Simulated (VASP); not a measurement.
The input files of a VASP run:

File KPOINTS:
```
Automatic mesh
0
Gamma
5 5 5
0 0 0
```

File POSCAR:
```
SrTe
1
    3.3300000000     0.0000000000     3.3300000000
    0.0000000000     3.3300000000     3.3300000000
    3.3300000000     3.3300000000     0.0000000000
Sr Te
1 1
Direct
  0.0000000000   0.0000000000   0.0000000000
  0.5000000000   0.5000000000   0.5000000000
```

### INCAR
```
SYSTEM = SrTe
PREC = Accurate
ENCUT = 400
EDIFF = 1E-6
NELM = 100
ALGO = Normal
LREAL = .FALSE.
LASPH = .TRUE.
ISMEAR = 0
SIGMA = 0.05
GGA = PE
LMAXMIX = 4
LWAVE = .FALSE.
LCHARG = .FALSE.
ISIF = 2
```

POTCAR, in this order: Sr_sv Te (PBE.64 set). Program: vasp_std.

**Question.** Does this input run properly? What does VASP do?

**Answer.** There is a fault: the lattice vectors form a left-handed set. VASP stops with an error: ERROR: the triple product of the basis vectors is negative exchange two basis vectors ----> I REFUSE TO CONTINUE WITH THIS SICK JOB ... BYE!!! <----

standard output:
```
 -----------------------------------------------------------------------------
|                                                                             |
|     EEEEEEE  RRRRRR   RRRRRR   OOOOOOO  RRRRRR      ###     ###     ###     |
|     E        R     R  R     R  O     O  R     R     ###     ###     ###     |
|     E        R     R  R     R  O     O  R     R     ###     ###     ###     |
|     EEEEE    RRRRRR   RRRRRR   O     O  RRRRRR       #       #       #      |
|     E        R   R    R   R    O     O  R   R                               |
|     E        R    R   R    R   O     O  R    R      ###     ###     ###     |
|     EEEEEEE  R     R  R     R  OOOOOOO  R     R     ###     ###     ###     |
|                                                                             |
|     ERROR: the triple product of the basis vectors is negative exchange     |
|     two basis vectors                                                       |
|                                                                             |
|       ---->  I REFUSE TO CONTINUE WITH THIS SICK JOB ... BYE!!! <----       |
|                                                                             |
 -----------------------------------------------------------------------------
```

To mend it, correct POSCAR.
POSCAR:
```
SrTe
1
    0.0000000000     3.3300000000     3.3300000000
    3.3300000000     0.0000000000     3.3300000000
    3.3300000000     3.3300000000     0.0000000000
Sr Te
1 1
Direct
  0.0000000000   0.0000000000   0.0000000000
  0.5000000000   0.5000000000   0.5000000000
```
The mended run (PBE GGA, plane waves, VASP's PBE PAW potentials (set 64)) converges, and its OSZICAR ends with
```
   1 F= -.82569673E+01 E0= -.82569673E+01  d E =-.208658E-23
```

The compound is SrTe in the rock salt structure. The cell was not relaxed at this level.
